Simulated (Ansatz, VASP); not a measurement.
# Sn in two plane-wave programs, part 2 of 5

Wanted: the spread between two codes on one cell, functional and k mesh. Of the first pair: The structure shown is the start of the Ansatz relaxation below; VASP solves that cell, so the two are compared at the walk's first step.

VASP 6.6.1 and Ansatz 0.2.0.

So far: The structure; Ansatz: relaxation, LDA.

## 3. VASP: single point, LDA, start cell, pair 1

Level of this step: LDA; plane waves and PAW (Sn_d) (VASP).

The same cell, functional (in two slightly different forms), mesh and smearing now go to VASP, with its own data sets.

Lines of VASP's logs that name or quote its potential files are left out, and so is its time.

INCAR reads:

```
SYSTEM = Sn
PREC = Accurate
ENCUT = 400
EDIFF = 1E-06
NELM = 120
ISMEAR = 0
SIGMA = 0.015
LREAL = .FALSE.
ALGO = Normal
GGA = PW92
NBANDS = 20
LORBIT = 11
LWAVE = .FALSE.
LCHARG = .FALSE.
ISIF = 2
ISYM = 2
LASPH = .TRUE.
GGA_COMPAT = .FALSE.
KPAR = 2
```

POSCAR reads:

```
Sn
1.0
   -0.0161800000      3.2198820000      3.2360620000
    3.2198820000     -0.0161800000      3.2360620000
    3.2037010000      3.2037010000      0.0000000000
Sn
2
Direct
    0.4999411322      0.4999411322      0.4999410354
    0.7500588678      0.7500588678      0.7500590426
```

KPOINTS reads:

```
Points of the shifted mesh
1728
Reciprocal
 0.0416666667  0.0416666667  0.0416666667 1
 0.0416666667  0.0416666667  0.1250000000 1
 0.0416666667  0.0416666667  0.2083333333 1
 0.0416666667  0.0416666667  0.2916666667 1
 0.0416666667  0.0416666667  0.3750000000 1
 0.0416666667  0.0416666667  0.4583333333 1
 0.0416666667  0.0416666667  0.5416666667 1
 0.0416666667  0.0416666667  0.6250000000 1
 0.0416666667  0.0416666667  0.7083333333 1
 0.0416666667  0.0416666667  0.7916666667 1
 0.0416666667  0.0416666667  0.8750000000 1
 0.0416666667  0.0416666667  0.9583333333 1
 0.0416666667  0.1250000000  0.0416666667 1
 0.0416666667  0.1250000000  0.1250000000 1
 0.0416666667  0.1250000000  0.2083333333 1
 0.0416666667  0.1250000000  0.2916666667 1
 0.0416666667  0.1250000000  0.3750000000 1
 0.0416666667  0.1250000000  0.4583333333 1
 0.0416666667  0.1250000000  0.5416666667 1
 0.0416666667  0.1250000000  0.6250000000 1
 0.0416666667  0.1250000000  0.7083333333 1
 0.0416666667  0.1250000000  0.7916666667 1
 0.0416666667  0.1250000000  0.8750000000 1
 0.0416666667  0.1250000000  0.9583333333 1
 0.0416666667  0.2083333333  0.0416666667 1
 0.0416666667  0.2083333333  0.1250000000 1
 0.0416666667  0.2083333333  0.2083333333 1
 0.0416666667  0.2083333333  0.2916666667 1
 0.0416666667  0.2083333333  0.3750000000 1
 0.0416666667  0.2083333333  0.4583333333 1
 0.0416666667  0.2083333333  0.5416666667 1
 0.0416666667  0.2083333333  0.6250000000 1
 0.0416666667  0.2083333333  0.7083333333 1
 0.0416666667  0.2083333333  0.7916666667 1
 0.0416666667  0.2083333333  0.8750000000 1
 0.0416666667  0.2083333333  0.9583333333 1
 0.0416666667  0.2916666667  0.0416666667 1
 0.0416666667  0.2916666667  0.1250000000 1
 0.0416666667  0.2916666667  0.2083333333 1
 0.0416666667  0.2916666667  0.2916666667 1
 0.0416666667  0.2916666667  0.3750000000 1
 0.0416666667  0.2916666667  0.4583333333 1
 0.0416666667  0.2916666667  0.5416666667 1
 0.0416666667  0.2916666667  0.6250000000 1
 0.0416666667  0.2916666667  0.7083333333 1
 0.0416666667  0.2916666667  0.7916666667 1
 0.0416666667  0.2916666667  0.8750000000 1
 0.0416666667  0.2916666667  0.9583333333 1
 0.0416666667  0.3750000000  0.0416666667 1
 0.0416666667  0.3750000000  0.1250000000 1
 0.0416666667  0.3750000000  0.2083333333 1
 0.0416666667  0.3750000000  0.2916666667 1
 0.0416666667  0.3750000000  0.3750000000 1
 0.0416666667  0.3750000000  0.4583333333 1
 0.0416666667  0.3750000000  0.5416666667 1
 0.0416666667  0.3750000000  0.6250000000 1
 0.0416666667  0.3750000000  0.7083333333 1
 0.0416666667  0.3750000000  0.7916666667 1
 0.0416666667  0.3750000000  0.8750000000 1
 0.0416666667  0.3750000000  0.9583333333 1
 0.0416666667  0.4583333333  0.0416666667 1
 0.0416666667  0.4583333333  0.1250000000 1
 0.0416666667  0.4583333333  0.2083333333 1
 0.0416666667  0.4583333333  0.2916666667 1
 0.0416666667  0.4583333333  0.3750000000 1
 0.0416666667  0.4583333333  0.4583333333 1
 0.0416666667  0.4583333333  0.5416666667 1
 0.0416666667  0.4583333333  0.6250000000 1
 0.0416666667  0.4583333333  0.7083333333 1
 0.0416666667  0.4583333333  0.7916666667 1
 0.0416666667  0.4583333333  0.8750000000 1
 0.0416666667  0.4583333333  0.9583333333 1
 0.0416666667  0.5416666667  0.0416666667 1
 0.0416666667  0.5416666667  0.1250000000 1
 0.0416666667  0.5416666667  0.2083333333 1
 0.0416666667  0.5416666667  0.2916666667 1
 0.0416666667  0.5416666667  0.3750000000 1
 0.0416666667  0.5416666667  0.4583333333 1
 0.0416666667  0.5416666667  0.5416666667 1
 0.0416666667  0.5416666667  0.6250000000 1
 0.0416666667  0.5416666667  0.7083333333 1
 0.0416666667  0.5416666667  0.7916666667 1
 0.0416666667  0.5416666667  0.8750000000 1
 0.0416666667  0.5416666667  0.9583333333 1
 0.0416666667  0.6250000000  0.0416666667 1
 0.0416666667  0.6250000000  0.1250000000 1
 0.0416666667  0.6250000000  0.2083333333 1
 0.0416666667  0.6250000000  0.2916666667 1
 0.0416666667  0.6250000000  0.3750000000 1
 0.0416666667  0.6250000000  0.4583333333 1
 0.0416666667  0.6250000000  0.5416666667 1
 0.0416666667  0.6250000000  0.6250000000 1
 0.0416666667  0.6250000000  0.7083333333 1
 0.0416666667  0.6250000000  0.7916666667 1
 0.0416666667  0.6250000000  0.8750000000 1
 0.0416666667  0.6250000000  0.9583333333 1
 0.0416666667  0.7083333333  0.0416666667 1
 0.0416666667  0.7083333333  0.1250000000 1
 0.0416666667  0.7083333333  0.2083333333 1
 0.0416666667  0.7083333333  0.2916666667 1
 0.0416666667  0.7083333333  0.3750000000 1
 0.0416666667  0.7083333333  0.4583333333 1
 0.0416666667  0.7083333333  0.5416666667 1
 0.0416666667  0.7083333333  0.6250000000 1
 0.0416666667  0.7083333333  0.7083333333 1
 0.0416666667  0.7083333333  0.7916666667 1
 0.0416666667  0.7083333333  0.8750000000 1
 0.0416666667  0.7083333333  0.9583333333 1
 0.0416666667  0.7916666667  0.0416666667 1
 0.0416666667  0.7916666667  0.1250000000 1
 0.0416666667  0.7916666667  0.2083333333 1
 0.0416666667  0.7916666667  0.2916666667 1
[... 1390 lines left out ...]
 0.8750000000  0.4583333333  0.1250000000 1
 0.8750000000  0.4583333333  0.2083333333 1
 0.8750000000  0.4583333333  0.2916666667 1
 0.8750000000  0.4583333333  0.3750000000 1
 0.8750000000  0.4583333333  0.4583333333 1
 0.8750000000  0.4583333333  0.5416666667 1
 0.8750000000  0.4583333333  0.6250000000 1
 0.8750000000  0.4583333333  0.7083333333 1
 0.8750000000  0.4583333333  0.7916666667 1
 0.8750000000  0.4583333333  0.8750000000 1
 0.8750000000  0.4583333333  0.9583333333 1
 0.8750000000  0.5416666667  0.0416666667 1
 0.8750000000  0.5416666667  0.1250000000 1
 0.8750000000  0.5416666667  0.2083333333 1
 0.8750000000  0.5416666667  0.2916666667 1
 0.8750000000  0.5416666667  0.3750000000 1
 0.8750000000  0.5416666667  0.4583333333 1
 0.8750000000  0.5416666667  0.5416666667 1
 0.8750000000  0.5416666667  0.6250000000 1
 0.8750000000  0.5416666667  0.7083333333 1
 0.8750000000  0.5416666667  0.7916666667 1
 0.8750000000  0.5416666667  0.8750000000 1
 0.8750000000  0.5416666667  0.9583333333 1
 0.8750000000  0.6250000000  0.0416666667 1
 0.8750000000  0.6250000000  0.1250000000 1
 0.8750000000  0.6250000000  0.2083333333 1
 0.8750000000  0.6250000000  0.2916666667 1
 0.8750000000  0.6250000000  0.3750000000 1
 0.8750000000  0.6250000000  0.4583333333 1
 0.8750000000  0.6250000000  0.5416666667 1
 0.8750000000  0.6250000000  0.6250000000 1
 0.8750000000  0.6250000000  0.7083333333 1
 0.8750000000  0.6250000000  0.7916666667 1
 0.8750000000  0.6250000000  0.8750000000 1
 0.8750000000  0.6250000000  0.9583333333 1
 0.8750000000  0.7083333333  0.0416666667 1
 0.8750000000  0.7083333333  0.1250000000 1
 0.8750000000  0.7083333333  0.2083333333 1
 0.8750000000  0.7083333333  0.2916666667 1
 0.8750000000  0.7083333333  0.3750000000 1
 0.8750000000  0.7083333333  0.4583333333 1
 0.8750000000  0.7083333333  0.5416666667 1
 0.8750000000  0.7083333333  0.6250000000 1
 0.8750000000  0.7083333333  0.7083333333 1
 0.8750000000  0.7083333333  0.7916666667 1
 0.8750000000  0.7083333333  0.8750000000 1
 0.8750000000  0.7083333333  0.9583333333 1
 0.8750000000  0.7916666667  0.0416666667 1
 0.8750000000  0.7916666667  0.1250000000 1
 0.8750000000  0.7916666667  0.2083333333 1
 0.8750000000  0.7916666667  0.2916666667 1
 0.8750000000  0.7916666667  0.3750000000 1
 0.8750000000  0.7916666667  0.4583333333 1
 0.8750000000  0.7916666667  0.5416666667 1
 0.8750000000  0.7916666667  0.6250000000 1
 0.8750000000  0.7916666667  0.7083333333 1
 0.8750000000  0.7916666667  0.7916666667 1
 0.8750000000  0.7916666667  0.8750000000 1
 0.8750000000  0.7916666667  0.9583333333 1
 0.8750000000  0.8750000000  0.0416666667 1
 0.8750000000  0.8750000000  0.1250000000 1
 0.8750000000  0.8750000000  0.2083333333 1
 0.8750000000  0.8750000000  0.2916666667 1
 0.8750000000  0.8750000000  0.3750000000 1
 0.8750000000  0.8750000000  0.4583333333 1
 0.8750000000  0.8750000000  0.5416666667 1
 0.8750000000  0.8750000000  0.6250000000 1
 0.8750000000  0.8750000000  0.7083333333 1
 0.8750000000  0.8750000000  0.7916666667 1
 0.8750000000  0.8750000000  0.8750000000 1
 0.8750000000  0.8750000000  0.9583333333 1
 0.8750000000  0.9583333333  0.0416666667 1
 0.8750000000  0.9583333333  0.1250000000 1
 0.8750000000  0.9583333333  0.2083333333 1
 0.8750000000  0.9583333333  0.2916666667 1
 0.8750000000  0.9583333333  0.3750000000 1
 0.8750000000  0.9583333333  0.4583333333 1
 0.8750000000  0.9583333333  0.5416666667 1
 0.8750000000  0.9583333333  0.6250000000 1
 0.8750000000  0.9583333333  0.7083333333 1
 0.8750000000  0.9583333333  0.7916666667 1
 0.8750000000  0.9583333333  0.8750000000 1
 0.8750000000  0.9583333333  0.9583333333 1
 0.9583333333  0.0416666667  0.0416666667 1
 0.9583333333  0.0416666667  0.1250000000 1
 0.9583333333  0.0416666667  0.2083333333 1
 0.9583333333  0.0416666667  0.2916666667 1
 0.9583333333  0.0416666667  0.3750000000 1
 0.9583333333  0.0416666667  0.4583333333 1
 0.9583333333  0.0416666667  0.5416666667 1
 0.9583333333  0.0416666667  0.6250000000 1
 0.9583333333  0.0416666667  0.7083333333 1
 0.9583333333  0.0416666667  0.7916666667 1
 0.9583333333  0.0416666667  0.8750000000 1
 0.9583333333  0.0416666667  0.9583333333 1
 0.9583333333  0.1250000000  0.0416666667 1
 0.9583333333  0.1250000000  0.1250000000 1
 0.9583333333  0.1250000000  0.2083333333 1
 0.9583333333  0.1250000000  0.2916666667 1
 0.9583333333  0.1250000000  0.3750000000 1
 0.9583333333  0.1250000000  0.4583333333 1
 0.9583333333  0.1250000000  0.5416666667 1
 0.9583333333  0.1250000000  0.6250000000 1
 0.9583333333  0.1250000000  0.7083333333 1
 0.9583333333  0.1250000000  0.7916666667 1
 0.9583333333  0.1250000000  0.8750000000 1
 0.9583333333  0.1250000000  0.9583333333 1
 0.9583333333  0.2083333333  0.0416666667 1
 0.9583333333  0.2083333333  0.1250000000 1
 0.9583333333  0.2083333333  0.2083333333 1
 0.9583333333  0.2083333333  0.2916666667 1
 0.9583333333  0.2083333333  0.3750000000 1
 0.9583333333  0.2083333333  0.4583333333 1
 0.9583333333  0.2083333333  0.5416666667 1
 0.9583333333  0.2083333333  0.6250000000 1
 0.9583333333  0.2083333333  0.7083333333 1
 0.9583333333  0.2083333333  0.7916666667 1
 0.9583333333  0.2083333333  0.8750000000 1
 0.9583333333  0.2083333333  0.9583333333 1
 0.9583333333  0.2916666667  0.0416666667 1
 0.9583333333  0.2916666667  0.1250000000 1
 0.9583333333  0.2916666667  0.2083333333 1
 0.9583333333  0.2916666667  0.2916666667 1
 0.9583333333  0.2916666667  0.3750000000 1
 0.9583333333  0.2916666667  0.4583333333 1
 0.9583333333  0.2916666667  0.5416666667 1
 0.9583333333  0.2916666667  0.6250000000 1
 0.9583333333  0.2916666667  0.7083333333 1
 0.9583333333  0.2916666667  0.7916666667 1
 0.9583333333  0.2916666667  0.8750000000 1
 0.9583333333  0.2916666667  0.9583333333 1
 0.9583333333  0.3750000000  0.0416666667 1
 0.9583333333  0.3750000000  0.1250000000 1
 0.9583333333  0.3750000000  0.2083333333 1
 0.9583333333  0.3750000000  0.2916666667 1
 0.9583333333  0.3750000000  0.3750000000 1
 0.9583333333  0.3750000000  0.4583333333 1
 0.9583333333  0.3750000000  0.5416666667 1
 0.9583333333  0.3750000000  0.6250000000 1
 0.9583333333  0.3750000000  0.7083333333 1
 0.9583333333  0.3750000000  0.7916666667 1
 0.9583333333  0.3750000000  0.8750000000 1
 0.9583333333  0.3750000000  0.9583333333 1
 0.9583333333  0.4583333333  0.0416666667 1
 0.9583333333  0.4583333333  0.1250000000 1
 0.9583333333  0.4583333333  0.2083333333 1
 0.9583333333  0.4583333333  0.2916666667 1
 0.9583333333  0.4583333333  0.3750000000 1
 0.9583333333  0.4583333333  0.4583333333 1
 0.9583333333  0.4583333333  0.5416666667 1
 0.9583333333  0.4583333333  0.6250000000 1
 0.9583333333  0.4583333333  0.7083333333 1
 0.9583333333  0.4583333333  0.7916666667 1
 0.9583333333  0.4583333333  0.8750000000 1
 0.9583333333  0.4583333333  0.9583333333 1
 0.9583333333  0.5416666667  0.0416666667 1
 0.9583333333  0.5416666667  0.1250000000 1
 0.9583333333  0.5416666667  0.2083333333 1
 0.9583333333  0.5416666667  0.2916666667 1
 0.9583333333  0.5416666667  0.3750000000 1
 0.9583333333  0.5416666667  0.4583333333 1
 0.9583333333  0.5416666667  0.5416666667 1
 0.9583333333  0.5416666667  0.6250000000 1
 0.9583333333  0.5416666667  0.7083333333 1
 0.9583333333  0.5416666667  0.7916666667 1
 0.9583333333  0.5416666667  0.8750000000 1
 0.9583333333  0.5416666667  0.9583333333 1
 0.9583333333  0.6250000000  0.0416666667 1
 0.9583333333  0.6250000000  0.1250000000 1
 0.9583333333  0.6250000000  0.2083333333 1
 0.9583333333  0.6250000000  0.2916666667 1
 0.9583333333  0.6250000000  0.3750000000 1
 0.9583333333  0.6250000000  0.4583333333 1
 0.9583333333  0.6250000000  0.5416666667 1
 0.9583333333  0.6250000000  0.6250000000 1
 0.9583333333  0.6250000000  0.7083333333 1
 0.9583333333  0.6250000000  0.7916666667 1
 0.9583333333  0.6250000000  0.8750000000 1
 0.9583333333  0.6250000000  0.9583333333 1
 0.9583333333  0.7083333333  0.0416666667 1
 0.9583333333  0.7083333333  0.1250000000 1
 0.9583333333  0.7083333333  0.2083333333 1
 0.9583333333  0.7083333333  0.2916666667 1
 0.9583333333  0.7083333333  0.3750000000 1
 0.9583333333  0.7083333333  0.4583333333 1
 0.9583333333  0.7083333333  0.5416666667 1
 0.9583333333  0.7083333333  0.6250000000 1
 0.9583333333  0.7083333333  0.7083333333 1
 0.9583333333  0.7083333333  0.7916666667 1
 0.9583333333  0.7083333333  0.8750000000 1
 0.9583333333  0.7083333333  0.9583333333 1
 0.9583333333  0.7916666667  0.0416666667 1
 0.9583333333  0.7916666667  0.1250000000 1
 0.9583333333  0.7916666667  0.2083333333 1
 0.9583333333  0.7916666667  0.2916666667 1
 0.9583333333  0.7916666667  0.3750000000 1
 0.9583333333  0.7916666667  0.4583333333 1
 0.9583333333  0.7916666667  0.5416666667 1
 0.9583333333  0.7916666667  0.6250000000 1
 0.9583333333  0.7916666667  0.7083333333 1
 0.9583333333  0.7916666667  0.7916666667 1
 0.9583333333  0.7916666667  0.8750000000 1
 0.9583333333  0.7916666667  0.9583333333 1
 0.9583333333  0.8750000000  0.0416666667 1
 0.9583333333  0.8750000000  0.1250000000 1
 0.9583333333  0.8750000000  0.2083333333 1
 0.9583333333  0.8750000000  0.2916666667 1
 0.9583333333  0.8750000000  0.3750000000 1
 0.9583333333  0.8750000000  0.4583333333 1
 0.9583333333  0.8750000000  0.5416666667 1
 0.9583333333  0.8750000000  0.6250000000 1
 0.9583333333  0.8750000000  0.7083333333 1
 0.9583333333  0.8750000000  0.7916666667 1
 0.9583333333  0.8750000000  0.8750000000 1
 0.9583333333  0.8750000000  0.9583333333 1
 0.9583333333  0.9583333333  0.0416666667 1
 0.9583333333  0.9583333333  0.1250000000 1
 0.9583333333  0.9583333333  0.2083333333 1
 0.9583333333  0.9583333333  0.2916666667 1
 0.9583333333  0.9583333333  0.3750000000 1
 0.9583333333  0.9583333333  0.4583333333 1
 0.9583333333  0.9583333333  0.5416666667 1
 0.9583333333  0.9583333333  0.6250000000 1
 0.9583333333  0.9583333333  0.7083333333 1
 0.9583333333  0.9583333333  0.7916666667 1
 0.9583333333  0.9583333333  0.8750000000 1
 0.9583333333  0.9583333333  0.9583333333 1
```

PAW data sets: Sn_d (LDA family, release 64).

On the command line:

```bash
mpirun -np 2 vasp_std
```

The log of the run:

```text
[banner, memory and clock lines left out]
running    2 mpi-ranks, on    1 nodes
 distrk:  each k-point on    1 cores,    2 groups
 distr:  one band on    1 cores,    1 groups

 POSCAR found type information on POSCAR Sn
 POSCAR found :  1 types and       2 ions
|                                                                             |
|               ----> ADVICE to this user running VASP <----                  |
|                                                                             |
|     You enforced a specific xc type in the INCAR file but a different       |
|     [... a line on the potential file left out ...]
|     I HOPE YOU KNOW WHAT YOU ARE DOING!                                     |
|                                                                             |

 LDA part: xc-table for (Slater(with rela. corr.)+PW92), standard interpolation
 POSCAR, INCAR and KPOINTS ok, starting setup
 FFT: planning ... GRIDC
 FFT: planning ... GRID_SOFT
 FFT: planning ... GRID
 WAVECAR not read
 entering main loop
       N       E                     dE             d eps       ncg     rms          rms(c)
DAV:   1     0.208914739092E+03    0.20891E+03   -0.13278E+04 69748   0.178E+03
DAV:   2     0.129904878244E+02   -0.19592E+03   -0.19244E+03 69472   0.405E+02
DAV:   3    -0.837924367951E+01   -0.21370E+02   -0.21262E+02 79420   0.136E+02
DAV:   4    -0.904247520945E+01   -0.66323E+00   -0.66297E+00 78176   0.276E+01
DAV:   5    -0.906453531203E+01   -0.22060E-01   -0.22060E-01 93092   0.482E+00    0.338E+00
DAV:   6    -0.897529712477E+01    0.89238E-01   -0.42326E-02 85588   0.220E+00    0.191E+00
DAV:   7    -0.893129353388E+01    0.44004E-01   -0.65401E-02 71884   0.228E+00    0.148E-01
DAV:   8    -0.893189003542E+01   -0.59650E-03   -0.54534E-03 79920   0.836E-01    0.524E-02
DAV:   9    -0.893197181201E+01   -0.81777E-04   -0.18441E-04 89184   0.101E-01    0.167E-02
DAV:  10    -0.893197224380E+01   -0.43179E-06   -0.15803E-05 88208   0.420E-02    0.367E-03
DAV:  11    -0.893197251254E+01   -0.26874E-06   -0.13792E-06 61280   0.786E-03
   1 F= -.89319725E+01 E0= -.89319693E+01  d E =-.640893E-05
```

[end of part 2 of 5]

[Lines on the potential files, build, host, timing and source positions are cut from VASP's logs without a mark.]

[Logs are printed without paths, hosts, clocks, repeated set-up lines and the standing remarks that a program may print on its own settings, such as how far it seeks lower states.]

[Hosts, paths, dates, database ids (printed as entryN), source tags and the programs' standing remarks are cut or masked in the printed files.]
